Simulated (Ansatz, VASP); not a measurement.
## CdF2: VASP beside Ansatz

Aim: how closely do two programs agree when they are given the same cell, functional and k mesh?

Method: plane waves, with VASP 6.6.1 beside it; single point at r2SCAN, in Ansatz 0.2.0.

## 1. Starting point

The structure is triclinic, space group P1 (No. 1). Conventional cell: a = 3.810 Å, b = 3.810 Å, c = 3.810 Å, α = 60.00°, β = 60.00°, γ = 60.00°. Cd has 8 F at 2.26 to 2.41 Å nearest. F has 4 Cd at 2.29 to 2.37 Å nearest. Nearest to F lie 4 Cd at 2.26 to 2.41 Å. Farther neighbours and most contacts between anions are not listed.

As a file:

```cif
data_structure
_symmetry_space_group_name_H-M 'P1'
_symmetry_Int_Tables_number 1
_cell_length_a 3.8099
_cell_length_b 3.8099
_cell_length_c 3.8099
_cell_angle_alpha 60.000
_cell_angle_beta 60.000
_cell_angle_gamma 60.000
_cell_volume 39.10
loop_
_atom_site_label
_atom_site_type_symbol
_atom_site_symmetry_multiplicity
_atom_site_Wyckoff_symbol
_atom_site_fract_x
_atom_site_fract_y
_atom_site_fract_z
_atom_site_occupancy
Cd1 Cd 1 a 0.98881 0.00158 0.01010 1
F1 F 1 a 0.23297 0.26521 0.24915 1
F2 F 1 a 0.75058 0.77464 0.73702 1
```

## 2. Ansatz: single point, r2SCAN

Ansatz runs on its default PAW (the set named soft_2) files.

With cell and atoms fixed, the geometry can't cause a difference; cores, projectors, grids and the points listed under the comparison can.

Contents of input.yaml:

```yaml
crystal:
  lattice:
    - [0.0, 2.694, 2.694]
    - [2.694, 0.0, 2.694]
    - [2.694, 2.694, 0.0]
  atoms:
    - { symbol: Cd, position: [0.001578, -0.000494, 0.010105] }
    - { symbol: F, position: [0.265215, 0.252663, 0.249149] }
    - { symbol: F, position: [0.774641, 0.737759, 0.737022] }
hamiltonian:
  xc: r2scan
  pseudopotentials: { kind: paw }
kpoints:
  mp_grid: { grid: [7, 7, 7] }
scf:
  occupations: { method: fermi_dirac, width: 0.05 }
  n_extra_bands: 4
output:
  forces: true
  stress: true
  eigenvalues: true
  write_density: true
  write_potential: true
  elf: true
  volumetric_format: npy
```

The run is started by

```console
> ansatz run input.yaml --threads 2 --pin off --max-ram 4608MiB --backend cpu --events-out ev --progress --plain --runs-dir out
```

Numbers of over 12 decimals in the logs are rounded to 6 here.

Output:

```text
scf.n_extra_bands = 4 over 17 filled bands (N_el = 34.0): the run solves 21 bands
Engine: ansatz 0.2.0, aarch64-unknown-linux-gnu
Pseudopotentials: kind: paw
Pseudopotential: Cd, paw, valence charge 20, recommended cutoff 500 eV (meta_gga), Cd.paw.azcp
Pseudopotential: F, paw, valence charge 7, recommended cutoff 500 eV (meta_gga), F.paw.azcp
Functional definition: r2SCAN
  parameter k0 = 0.174
  parameter k1 = 0.065
  parameter a1 = 4.9479
  exchange = r2scan_x(k0 = k0, k1 = k1, a1 = a1)
  correlation = r2scan_c
Crystal: 3 atoms, lattice volume = 39.104 Å³
Basis set: ecut = 500 eV, 965 PW (Γ), exchange–correlation on 120×120×120 points (64 copies of the dense FFT grid, shifted against one another)
Bands: 21, of which v1, the nominal top of the filled ones, is band 17 counted from 1 (16 counted from 0)
Symmetry: 1 space group operations
Space group: P1 (ITA 1), of the structure as read, at distance tolerance 3.4e-5 Å
k-points: 172 of 343 (time reversal used)
Non-local potential: Cd, projectors of the file, l = 0: 3, l = 1: 2, l = 2: 2, l = 3: 1
Non-local potential: F, projectors of the file, l = 0: 2, l = 1: 2, l = 2: 1
PAW form: soft (Blöchl's): semilocal exchange-correlation on the pseudo side does not see the compensation charge
PAW frozen core: Cd, regenerated for the run's functional (the file was generated under x = pbe(κ = 0.804, μ = 0.219515), c = pbe(β = 0.066725))
PAW frozen core: F, regenerated for the run's functional (the file was generated under x = pbe(κ = 0.804, μ = 0.219515), c = pbe(β = 0.066725))
PAW one-centre angular grid: Cd, 590 points (default); XC on 160 Gauss nodes
PAW one-centre angular grid: F, 302 points (default); XC on 160 Gauss nodes
Initial density: superposition of atomic densities (neutral atoms: chi_scale 0, normalization atom), corrected by the library's trained network
Initial wavefunctions: pseudopotential atomic-orbital guess
Functional: x = r2scan, c = r2scan; τ floored in thin density (d = 2e-4 eV/Å³)
SCF iter   1: F=—  HF=-9889.326273 eV  |F-HF|=—  |Δ(HF+E_count)|=         —  Δρ=1.09e-2  dr2=3.61e-2  dr2_τ=7.65e-2  ethr=1.77e-3  ⟨swp⟩=5.8  Hψ=15003  notcnv=0
preconditioner: auto → none  [insulator: Δε(μ)=3.971 eV  Ē_g=17.725 eV  σ=0.050 eV  W_gap=1.00  n_scr=14 (ndim 8)  ℏωp=30.3 eV  f_vac=0.136  D(μ)=0.00/eV (n_scr^D=0)  ε∞_Penn≈3.9]
SCF iter   2: F=—  HF=-9889.356188 eV  |F-HF|=—  |Δ(HF+E_count)|=   2.99e-2  Δρ=6.27e-3  dr2=4.70e-3  dr2_τ=1.67e-3  ethr=1.06e-4  ⟨swp⟩=2.0  Hψ=7912  notcnv=0
SCF iter   3: F=—  HF=-9889.355823 eV  |F-HF|=—  |Δ(HF+E_count)|=   3.64e-4  Δρ=2.38e-3  dr2=9.34e-4  dr2_τ=2.47e-4  ethr=1.38e-5  ⟨swp⟩=2.0  Hψ=6349  notcnv=0
SCF iter   4: F=—  HF=-9889.355886 eV  |F-HF|=—  |Δ(HF+E_count)|=   6.32e-5  Δρ=8.91e-4  dr2=1.56e-4  dr2_τ=1.99e-5  ethr=2.75e-6  ⟨swp⟩=2.0  Hψ=5453  notcnv=0
SCF iter   5: F=—  HF=-9889.355877 eV  |F-HF|=—  |Δ(HF+E_count)|=   9.40e-6  Δρ=1.52e-4  dr2=4.51e-6  dr2_τ=9.90e-7  ethr=4.58e-7  ⟨swp⟩=2.9  Hψ=6753  notcnv=0
SCF iter   6: F=—  HF=-9889.355876 eV  |F-HF|=—  |Δ(HF+E_count)|=   7.84e-7  Δρ=4.89e-5  dr2=6.40e-7  dr2_τ=5.32e-8  ethr=1.33e-8  ⟨swp⟩=2.5  Hψ=5973  notcnv=0
SCF iter   7: F=—  HF=-9889.355876 eV  |F-HF|=—  |Δ(HF+E_count)|=   7.34e-8  Δρ=2.58e-5  dr2=1.92e-7  dr2_τ=1.32e-8  ethr=2.94e-10  ⟨swp⟩=8.2  Hψ=22742  notcnv=0
SCF iter   8: F=-9889.355876 eV  HF=-9889.355876 eV  |F-HF|=1.87e-10  |Δ(HF+E_count)|=   4.10e-8  Δρ=2.01e-6  dr2=8.66e-10  dr2_τ=1.16e-10  ethr=2.94e-10  ⟨swp⟩=7.8  Hψ=19534  notcnv=0
SCF 1 converged in 8 iterations: F = -9889.355876 eV  dr2 = 8.66e-10
  greatest PAW one-centre occupation: 1.003 electrons in one spin orbital (limit 2), on the Cd atom at site 0 (counted from 0), in its partial waves of l = 1
SCF converged after 8 iterations
Free energy (F): -9889.355876 eV
Harris-Foulkes:  -9889.355876 eV  (|F-HF|=1.87e-10)
Internal energy: -9889.355876 eV  (E = F + TS)
E sigma→0 (E₀):  -9889.355876 eV
Fermi energy:    7.848934 eV
--- Per-component energies (eV) ---
  E_band       = -519.586385
  E_kinetic    = 922.580878
  E_local      = -4244.668615  (includes V_loc(G=0)·N_el)
  E_nonlocal   = 184.184263
  E_hartree    = 1883.482471
  E_xc         = -326.111000
  E_vxc        = -476.283165  (∫ρ·V_xc dr)
  E_paw        = -4515.881000  (= ΣΔE_a)
  E_vpaw       = -705.974851  (= ΣTr[D̂ρ^β])
  E_aug_tail   = 0.002258  (compensation charges beyond the density's cutoff)
  E_vtau       = 33.608081  (kinetic-family band-sum trace: ∫τ·v_τ [+ j·A + Jᵃ·Aᵃ] dr)
  E_ewald      = -3792.317578
  E_core_change = -0.627554  (= ΣΔE_core)
  E_smearing   = -0.000000  (= −TS)
  E_closure    = -0.000000  (closes the sum)
  Σ components = -9889.355876   (vs F -9889.355876, Δ=0.00e0)
--- Forces (eV/Å), atoms counted from 1 ---
  atom   1  Cd    -0.30919382    -0.00685652     0.20736346
  atom   2  F     -0.09480753    -0.04814495    -0.15299429
  atom   3  F      0.40399793     0.05504521    -0.05436866
  max |Σ_I F_I| component: 4.37e-5 eV/Å
--- Stress (GPa, compression-positive) ---
        0.476597      -0.133621      -0.301079
       -0.133621       0.411930      -0.627430
       -0.301079      -0.627430       0.357574
  P = ⅓ Tr σ = 0.4154 GPa (4.154 kbar)
--- Band table (eV; the first three rows and the last of 172) ---
  k-point 0: bands = [... 13 lower, 4.9267, 5.3082, 5.3647, 5.4246, 9.6727, 19.4728, 19.5305, 19.5996]
  k-point 1: bands = [... 13 lower, 4.8044, 5.2392, 5.3243, 5.4291, 10.3933, 18.5416, 19.7737, 19.8949]
  k-point 2: bands = [... 13 lower, 4.4770, 4.6087, 5.3554, 5.4867, 11.9806, 17.0929, 20.5034, 20.7523]
  k-point 171: bands = [... 13 lower, 3.8543, 4.3708, 5.4224, 5.5845, 14.0241, 15.9009, 20.3076, 21.7879]
```

The job ended after 24 s (2 threads of Arm Neoverse V1, shared host; peak memory 0.55 GiB).

The run ends at a pressure of 0.42 GPa, with forces up to 0.41 eV/Å.

## 3. VASP: single point, r2SCAN

The same cell, functional, mesh and smearing now go to VASP, with its own data sets and cutoff.

Lines of VASP's logs that name or quote its potential files are left out, and so is its time.

Contents of INCAR:

```
SYSTEM = CdF2
PREC = Accurate
ENCUT = 520
EDIFF = 1E-06
NELM = 100
ISMEAR = -1
SIGMA = 0.05
LREAL = .FALSE.
ALGO = Normal
METAGGA = R2SCAN
LASPH = .TRUE.
NBANDS = 19
LORBIT = 11
LWAVE = .FALSE.
LCHARG = .FALSE.
KPAR = 4
ISIF = 2
```

Contents of POSCAR:

```
CdF2
1.0
    0.0000000000      2.6940000000      2.6940000000
    2.6940000000      0.0000000000      2.6940000000
    2.6940000000      2.6940000000      0.0000000000
Cd F
1 2
Direct
    0.0015780000     -0.0004940000      0.0101050000
    0.2652150000      0.2526630000      0.2491490000
    0.7746410000      0.7377590000      0.7370220000
```

Contents of KPOINTS:

```
Automatic mesh
0
Gamma
7 7 7
0 0 0
```

The projector-augmented-wave data sets are Cd and F (PBE family, release 64).

The run is started by

```console
> mpirun -np 4 vasp_std
```

Output:

```text
[banner, memory and clock lines left out]
running    4 mpi-ranks, on    1 nodes
 distrk:  each k-point on    1 cores,    4 groups
 distr:  one band on    1 cores,    1 groups

 POSCAR found type information on POSCAR CdF
 POSCAR found :  2 types and       3 ions
|                                                                             |
|               ----> ADVICE to this user running VASP <----                  |
|                                                                             |
|     You enforced a specific xc type in the INCAR file but a different       |
|     [... a line on the potential file left out ...]
|     I HOPE YOU KNOW WHAT YOU ARE DOING!                                     |
|                                                                             |

 LDA part: xc-table for (None), standard interpolation
 POSCAR, INCAR and KPOINTS ok, starting setup
 FFT: planning ... GRIDC
 FFT: planning ... GRID_SOFT
 FFT: planning ... GRID
 WAVECAR not read
 entering main loop
       N       E                     dE             d eps       ncg     rms          rms(c)
DAV:   1     0.169300875439E+03    0.16930E+03   -0.15944E+04  6864   0.141E+03
DAV:   2    -0.342582866657E+02   -0.20356E+03   -0.19625E+03  7036   0.361E+02
DAV:   3    -0.430807464983E+02   -0.88225E+01   -0.87942E+01  7264   0.824E+01
DAV:   4    -0.431194044616E+02   -0.38658E-01   -0.38655E-01  7015   0.556E+00
DAV:   5    -0.431195300822E+02   -0.12562E-03   -0.12562E-03  7191   0.301E-01    0.875E+00
DAV:   6    -0.336489719565E+02    0.94706E+01   -0.41703E+00  6716   0.449E+01    0.948E+00
DAV:   7    -0.336704461076E+02   -0.21474E-01   -0.15091E+00  6878   0.111E+01    0.509E+00
DAV:   8    -0.337015719889E+02   -0.31126E-01   -0.18830E-01  6950   0.617E+00    0.176E+00
DAV:   9    -0.336938173303E+02    0.77547E-02   -0.69020E-02  6719   0.272E+00    0.244E-01
DAV:  10    -0.336950372586E+02   -0.12199E-02   -0.82767E-03  6884   0.878E-01    0.295E-01
DAV:  11    -0.336949749289E+02    0.62330E-04   -0.25980E-03  6737   0.486E-01    0.137E-01
DAV:  12    -0.336949154808E+02    0.59448E-04   -0.14881E-04  6872   0.222E-01    0.349E-02
DAV:  13    -0.336949044054E+02    0.11075E-04   -0.22317E-05  7055   0.525E-02    0.193E-02
DAV:  14    -0.336949001580E+02    0.42474E-05   -0.45872E-05  6830   0.641E-02    0.153E-02
DAV:  15    -0.336948991398E+02    0.10182E-05   -0.15784E-06  5047   0.116E-02    0.675E-03
DAV:  16    -0.336948988450E+02    0.29482E-06   -0.90210E-07  3748   0.883E-03
   1 F= -.33694899E+02 E0= -.33694899E+02  d E =-.127283E-10
```

Parts of OUTCAR (step 3):

```text
ion  position               nearest neighbor table
   1  0.002  1.000  0.010-   3 2.26   2 2.29   3 2.30   2 2.32   2 2.35   2 2.37   3 2.37   3 2.41

  LATTYP: Found a face centered cubic cell.
 ALAT       =     5.3880000000

 Subroutine GETGRP returns: Found  1 space group operations
 (whereof  1 operations were pure point group operations)

The static configuration has the point symmetry C_1 .

 Found    172 irreducible k-points:

   k-points           NKPTS =    172   k-points in BZ     NKDIM =    172   number of bands    NBANDS=     19

   dimension x,y,z NGX =    28 NGY =   28 NGZ =   28
   dimension x,y,z NGXF=    56 NGYF=   56 NGZF=   56

   ENCUT  =  520.0 eV  38.22 Ry    6.18 a.u.   7.08  7.08  7.08*2*pi/ulx,y,z

   NELECT =      26.0000    total number of electrons

 k-points in reciprocal lattice and weights: Automatic mesh
   0.00000000  0.00000000  0.00000000       0.003
   0.14285714  0.00000000  0.00000000       0.006
   0.00000000  0.14285714  0.00000000       0.006
   0.00000000  0.00000000  0.14285714       0.006
   0.14285714  0.14285714  0.14285714       0.006
   0.28571429  0.00000000  0.00000000       0.006
   0.00000000  0.28571429  0.00000000       0.006
   0.00000000  0.00000000  0.28571429       0.006
   0.28571429  0.28571429  0.28571429       0.006
[...]
0.28571429  0.42857143 -0.28571429       0.006
   0.42857143 -0.28571429  0.14285714       0.006

 average (electrostatic) potential at core
       1 -44.6145       2 -82.3218       3 -82.3269

 E-fermi :  -0.7084

 k-point     1 :       0.0000    0.0000    0.0000
  band No.  band energies     occupation
    ...
      9      -2.8379      2.00000
     10      -2.8170      2.00000
     11      -2.4280      2.00000
     12      -2.3711      2.00000
     13      -2.3109      2.00000
     14       1.8831      0.00000
     15      11.6935      0.00000
     16      11.7561      0.00000
     17      11.8304      0.00000
     18      16.0448      0.00000
    ...

 k-point     2 :       0.1429    0.0000    0.0000
  band No.  band energies     occupation
    ...
      9      -3.0485      2.00000
     10      -2.9341      2.00000
     11      -2.5537      2.00000
     12      -2.3901      2.00000
     13      -2.2861      2.00000
     14       2.5933      0.00000
     15      10.7172      0.00000
     16      12.0078      0.00000
     17      12.1659      0.00000
     18      17.4266      0.00000
    ...

 k-point     3 :       0.0000    0.1429    0.0000
  band No.  band energies     occupation
    ...
      9      -3.0145      2.00000
     10      -2.9428      2.00000
     11      -2.5010      2.00000
     12      -2.4155      2.00000
     13      -2.3004      2.00000
     14       2.6097      0.00000
     15      10.7668      0.00000
     16      11.9966      0.00000
     17      12.1300      0.00000
     18      17.4434      0.00000
    ...

  Total        0.3578708      0.3488205      0.3329760     -0.0395149     -0.1895702     -0.0821056
  in kB       14.6627063     14.2918948     13.6427138     -1.6190064     -7.7670824     -3.3640368
  external PRESSURE =      14.1991050 kB  Pullay stress =       0.0000000 kB

  energy-cutoff  :      520.00
  volume of cell :       39.10
      direct lattice vectors                 reciprocal lattice vectors
     0.000000000  2.694000000  2.694000000    -0.185597624  0.185597624  0.185597624
     2.694000000  0.000000000  2.694000000     0.185597624 -0.185597624  0.185597624
     2.694000000  2.694000000  0.000000000     0.185597624  0.185597624 -0.185597624

 POSITION                                       TOTAL-FORCE (eV/Angst)
 -----------------------------------------------------------------------------------
      2.71989      0.03147      2.69692        -0.348027     -0.006305      0.233442
      1.35188      1.38570      1.39516        -0.085859     -0.052906     -0.167907
      3.97306      4.07242      4.07441         0.433886      0.059211     -0.065535
 -----------------------------------------------------------------------------------
    total drift:                               -0.000005     -0.000022      0.001037

  FREE ENERGIE OF THE ION-ELECTRON SYSTEM (eV)
  ---------------------------------------------------
  free  energy   TOTEN  =       -33.6948988450 eV

  energy  without entropy=      -33.6948988450  energy(sigma->0) =      -33.69489884

 total charge
# of ion       s       p       d       tot
------------------------------------------
    1        0.209   0.184   9.706  10.100
    2        1.742   4.374   0.000   6.116
    3        1.742   4.375   0.000   6.117
--------------------------------------------------
tot          3.694   8.933   9.706  22.333

[... 3 further parts left out ...]
```

Spin-orbit coupling is off here; it would split degenerate levels.

## 4. Comparison

Known differences besides the potentials themselves: VASP keeps PBE cores, Ansatz makes them for the functional; the data sets hold 34 valence electrons in Ansatz (default PAW (the set named soft_2) files) and 26 in VASP; the cutoff is 500 eV in Ansatz and 520 eV in VASP. Total energies have different zeros and are not compared.

Both answers:

```tsv
quantity	Ansatz	VASP	difference
pressure (GPa)	0.42	1.42	-1.00
pressure without Ansatz's Pulay correction (GPa)	0.24	1.42	-1.18
gap on the k mesh (eV)	3.828	3.782	+0.046
```

Forces (eV/Å; atoms numbered as in POSCAR):

```tsv
atom	Ansatz x, y, z	VASP x, y, z
Cd1	-0.309, -0.007, 0.207	-0.348, -0.006, 0.233
F2	-0.095, -0.048, -0.153	-0.086, -0.053, -0.168
F3	0.404, 0.055, -0.054	0.434, 0.059, -0.066
```

The forces differ by 20 meV/Å r.m.s., which is 9.3 % of the r.m.s. force of 0.21 eV/Å (both taken over all components). A gap on the mesh is an upper bound, since the band edges may lie between its points. Ansatz's pressure holds a Pulay correction of 0.17 GPa; VASP's holds none.

## 5. Other set-ups

Further runs change the set-up of one program: Ansatz's method, potentials or start, or VASP's data sets, cutoff or form of LDA. The table gives Ansatz less VASP for each quantity, since a change that brings one quantity closer may part another.

```tsv
run	r.m.s. force difference (meV/Å)	pressure (GPa)	gap on the k mesh (eV)	pressure without Ansatz's Pulay correction (GPa)
as above	20	-1.0	0.046	-1.2
cores kept as stored	20	-1.0	0.047	-1.2
Ansatz's all-electron LAPW method	21	-1.1	0.049	
Ansatz's larger PAW set (cutoff 1300 eV)	20	-1.0	0.048	
norm-conserving potentials (cutoff 1306 eV)	21	-1.3	0.078
```

## 6. Outcome

| Item | Value |
| --- | --- |
| r.m.s. force difference (single point, r2SCAN) | 9.3 % of the r.m.s. force |
| difference in pressure (single point, r2SCAN) | -1.0 GPa |
| difference in gap on the k mesh (single point, r2SCAN) | 0.046 eV |

**Reading.** The r.m.s. force difference is 9.3 % of the r.m.s. force (single point, r2SCAN), beyond the 3 % picked in this series as the mark of a large difference. By the marks of this series, far apart in the single point, r2SCAN pair: the r.m.s. force difference, 9.3 % of the r.m.s. force and the difference in pressure, -1.0 GPa. Single point, r2SCAN, norm-conserving potentials (cutoff 1306 eV): the difference in pressure goes from -1.0 to -1.3 GPa; the difference in gap on the k mesh goes from 0.046 to 0.078 eV. How closely two codes agree says nothing of how well the functional describes the real material.

[Lines on the potential files, build, host, timing and source positions are cut from VASP's logs without a mark.]

[Logs are printed without paths, hosts, clocks, repeated set-up lines and the standing remarks that a program may print on its own settings, such as how far it seeks lower states.]

[Hosts, paths, dates, database ids (printed as entryN), source tags and the programs' standing remarks are cut or masked in the printed files.]
